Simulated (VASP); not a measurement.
# LiIrRh2: the relaxed cell at several levels, part 4 of 4

Aim: relax LiIrRh2 with several functionals and dispersion schemes, and compare the cells. The cell is invented: it takes the structure of a Materials Project entry for LiRh3 (space group 139 there), with some of its atoms replaced by other elements, volume scaled by an estimate. It may not be a known or stable phase. LASPH is on for some levels and off for others; the table marks which.

VASP 6.6.1, plane waves and PAW; the level of theory is named at each step.

So far. Step 6 (Relaxation with r2SCAN): It ends at 13.24 Å³/atom, -1.8 % from the start, with -0.06 GPa left. The conventional cell has a = 3.763 and c = 7.480 Å. Step 7 (Relaxation with PBE + D3(BJ)): It ends at 13.04 Å³/atom, -3.3 % from the start, with 0.05 GPa left. The conventional cell has a = 3.740 and c = 7.458 Å. Against plain PBE, the dispersion term moves a by -1.2 % and c by -0.9 %.

### 9. Relaxation with BLYP + D4

This step: BLYP with D4; plane waves and PAW (Ir, Rh_pv, Li_sv); invented cell (VASP 6.6.1).

BLYP comes from molecular chemistry and underbinds dense solids. D4 lets the coefficients depend on atomic charges too.

Input file INCAR:

```
SYSTEM = LiIrRh2
PREC = Accurate
ENCUT = 700
EDIFF = 1E-06
NELM = 100
ISMEAR = -1
SIGMA = 0.05
LREAL = .FALSE.
ALGO = Normal
GGA = B5
ALDAX = 1
AGGAX = 1
AGGAC = 1
ALDAC = 0
IVDW = 13
VDW_S6 = 1
VDW_S8 = 2.34076671
VDW_A1 = 0.44488865
VDW_A2 = 4.0933009
NBANDS = 27
LORBIT = 11
LWAVE = .FALSE.
LCHARG = .FALSE.
KPAR = 2
IBRION = 2
NSW = 60
ISIF = 3
EDIFFG = -0.01
```

Input file POSCAR:

```
LiIrRh2
1.0
   -1.8929490269      1.8929490269      3.7639195962
    1.8929490269     -1.8929490269      3.7639195962
    1.8929490269      1.8929490269     -3.7639195962
Ir Rh Li
1 2 1
Direct
    0.5000000000      0.5000000000      0.0000000000
    0.7500000000      0.2500000000      0.5000000000
    0.2500000000      0.7500000000      0.5000000000
    0.0000000000      0.0000000000      0.0000000000
```

Input file KPOINTS:

```
Automatic mesh
0
Gamma
8 8 8
0 0 0
```

Potentials, in the order of the species: Ir, Rh_pv and Li_sv (PBE family, release 64).

On the command line:

```sh
mpirun -np 2 vasp_std
```

The program printed:

```text
[banner, memory and clock lines left out]
running    2 mpi-ranks, on    1 nodes
[...]
[... a notice as in an earlier step ...]

 LDA part: xc-table for (Slater(with rela. corr.)+VWN5), standard interpolation
 POSCAR, INCAR and KPOINTS ok, starting setup
[...]
entering main loop
       N       E                     dE             d eps       ncg     rms          rms(c)
DAV:   1     0.537953548275E+03    0.53795E+03   -0.28088E+04  3186   0.211E+03
DAV:   2    -0.393057330485E+00   -0.53835E+03   -0.52685E+03  3209   0.564E+02
DAV:   3    -0.225921280560E+02   -0.22199E+02   -0.20732E+02  3578   0.117E+02
DAV:   5    -0.240208433497E+02   -0.20801E-01   -0.20776E-01  3754   0.246E+00    0.173E+01
[...]
DAV:  10    -0.221417580265E+02   -0.63504E-04   -0.15573E-03  4516   0.259E-01    0.473E-02
DAV:  11    -0.221417768794E+02   -0.18853E-04   -0.64642E-05  3941   0.612E-02    0.178E-02
DAV:  12    -0.221417761219E+02    0.75744E-06   -0.76627E-06  4163   0.245E-02
   1 F= -.26763286E+02 E0= -.26749582E+02  d E =-.267633E+02
[... from here on, the cycles between the ionic steps are left out ...]
   2 F= -.26749481E+02 E0= -.26736854E+02  d E =0.138054E-01
   3 F= -.26772810E+02 E0= -.26759543E+02  d E =-.952344E-02
   4 F= -.26772810E+02 E0= -.26759550E+02  d E =-.952331E-02
   5 F= -.26773095E+02 E0= -.26759816E+02  d E =-.285804E-03
   6 F= -.26773179E+02 E0= -.26759875E+02  d E =-.369224E-03
[...]
reached required accuracy - stopping structural energy minimisation
```

Run time: 6.8 min. Hardware: 2 MPI ranks of AMD EPYC 7R43, shared host; peak memory 0.61 GiB; 14 min of CPU time.

OUTCAR, selected parts (step 9):

```text
  Edisp (eV):   -4.70227

  Total       0.01219     0.01219     0.00939     0.00000     0.00000     0.00000
  in kB       0.36831     0.36831     0.28359     0.00000     0.00000     0.00000
  external pressure =        0.34 kB  Pullay stress =        0.00 kB

 POSITION                                       TOTAL-FORCE (eV/Angst)
 -----------------------------------------------------------------------------------
      1.87848      1.87848      0.00000         0.000000      0.000000      0.000000
      0.00000      1.87848      1.87883         0.000000      0.000000     -0.000000
      1.87848      0.00000      1.87883        -0.000000     -0.000000      0.000000
      0.00000      3.75696      0.00000         0.000000      0.000000      0.000000
 -----------------------------------------------------------------------------------
    total drift:                                0.000000     -0.000000     -0.000000

  FREE ENERGIE OF THE ION-ELECTRON SYSTEM (eV)
  ---------------------------------------------------
  free  energy   TOTEN  =       -26.7731787872 eV

  energy  without entropy=      -26.7465717807  energy(sigma->0) =      -26.75987528

[... 2 parts as in an earlier step ...]

[... 2 further parts left out ...]
[key lines of the parts left out:]
E-fermi :   9.4738
```

It ends at 13.26 Å³/atom, -1.7 % from the start, with 0.03 GPa left. The conventional cell has a = 3.757 and c = 7.515 Å.

### 10. Relaxation with TPSS + D3(BJ)

This step: TPSS with D3(BJ); plane waves and PAW (Ir, Rh_pv, Li_sv); invented cell (VASP 6.6.1).

TPSS is an older meta-GGA.

Input file INCAR:

```
SYSTEM = LiIrRh2
PREC = Accurate
ENCUT = 700
EDIFF = 1E-06
NELM = 100
ISMEAR = -1
SIGMA = 0.05
LREAL = .FALSE.
ALGO = Normal
METAGGA = TPSS
IVDW = 12
LASPH = .TRUE.
NBANDS = 27
LORBIT = 11
LWAVE = .FALSE.
LCHARG = .FALSE.
KPAR = 2
IBRION = 2
NSW = 60
ISIF = 3
EDIFFG = -0.01
```

POSCAR is that of step 9.

KPOINTS is that of step 9.

On the command line:

```sh
mpirun -np 2 vasp_std
```

The program printed:

```text
[... set-up lines as in an earlier step ...]
 entering main loop
       N       E                     dE             d eps       ncg     rms          rms(c)
DAV:   1     0.604227148490E+03    0.60423E+03   -0.31439E+04  3186   0.246E+03
DAV:   2     0.198547397400E+02   -0.58437E+03   -0.57283E+03  3252   0.679E+02
 hard stop encountered!  aborting job ...
 -----------------------------------------------------------------------------
|                                                                             |
|           W    W    AA    RRRRR   N    N  II  N    N   GGGG   !!!           |
|           W    W   A  A   R    R  NN   N  II  NN   N  G    G  !!!           |
|           W    W  A    A  R    R  N N  N  II  N N  N  G       !!!           |
|           W WW W  AAAAAA  RRRRR   N  N N  II  N  N N  G  GGG   !            |
|           WW  WW  A    A  R   R   N   NN  II  N   NN  G    G                |
|           W    W  A    A  R    R  N    N  II  N    N   GGGG   !!!           |
|                                                                             |
|     The electronic self-consistency was not achieved in the given           |
|     number of steps (NELM). The forces and other quantities evaluated       |
|     might not be reliable so examine the results carefully. If you find     |
|     spurious results, we suggest increasing NELM, if you were close to      |
|     convergence or switching to a different ALGO or adjusting the           |
|     density mixing parameters otherwise.                                    |
|                                                                             |
 -----------------------------------------------------------------------------

 soft stop encountered!  aborting job ...
```

Run time: 54 s. Hardware: 2 MPI ranks.

The run was stopped at its time limit, by a STOPCAR file.

More ranks or a longer limit would be the way on.

### 11. The cells as a table

This step: relaxed cells at several levels; plane waves and PAW; invented cell (VASP 6.6.1).

Derived from the runs above.

Lengths are those of the conventional cell; cost is the wall time of each run, as given at its step, times its ranks, without the set-up around it; LASPH differs between rows, which moves results and costs too. Results by level, by row:

```tsv
level	volume (Å³/atom)	change from the start (%)	a (Å)	c (Å)	cost (core minutes)	LASPH
PBE	13.48	-0.1	3.786	7.522	5.47	off
LDA	12.75	-5.4	3.71	7.412	16.3	off
PBEsol	12.99	-3.7	3.739	7.433	11.3	off
r2SCAN	13.24	-1.8	3.763	7.48	37.6	on
PBE + D3(BJ)	13.04	-3.3	3.74	7.458	12.7	off
BLYP + D4	13.26	-1.7	3.757	7.515	13.5	off
```

### 12. What came out

| Quantity | Value |
| --- | --- |
| volume, PBE | 13.48 Å³/atom |
| volume, LDA | 12.75 Å³/atom |
| volume, PBEsol | 12.99 Å³/atom |
| volume, r2SCAN | 13.24 Å³/atom |
| volume, PBE + D3(BJ) | 13.04 Å³/atom |
| volume, BLYP + D4 | 13.26 Å³/atom |

For LiIrRh2 the levels give volumes between 12.75 Å³/atom (LDA) and 13.48 Å³/atom (PBE), a spread of 5.7 %, while the cost of the finished runs spans a factor of 6.9. The costs hold the number of ionic steps as well as the price of the functional. Adding D3(BJ) to PBE changes the volume by -3.3 % (a by -1.2 % and c by -0.9 %). Pairwise corrections of the D and TS kind ignore the screening in a metal, so they may overbind here. Within 0.02 Å all end in space group I4/mmm; the runs can't lower the symmetry of the start. Spin-orbit coupling is left out. LASPH is on for some levels and off for others, so differences between them are not the functional's alone. Not obtained: SCAN + D3(BJ), because the run hit its time limit. Not obtained: TPSS + D3(BJ), because the run hit its time limit. Each is a single relaxation on the plane waves of the start cell, so larger changes of volume carry a basis-set error that was not tested here. Zero-point and thermal expansion are not included. Nothing here tests the cell against competing phases.

[Lines on the potential files, build, host, timing and source positions are cut from VASP's logs without a mark.]

[Logs are printed without paths, hosts, clocks, repeated set-up lines and the standing remarks that a program may print on its own settings, such as how far it seeks lower states.]

[Hosts, paths, dates, database ids (printed as entryN), source tags and the programs' standing remarks are cut or masked in the printed files.]

[A measured line is paired with the nearest computed mode of its activity, which favours agreement.]
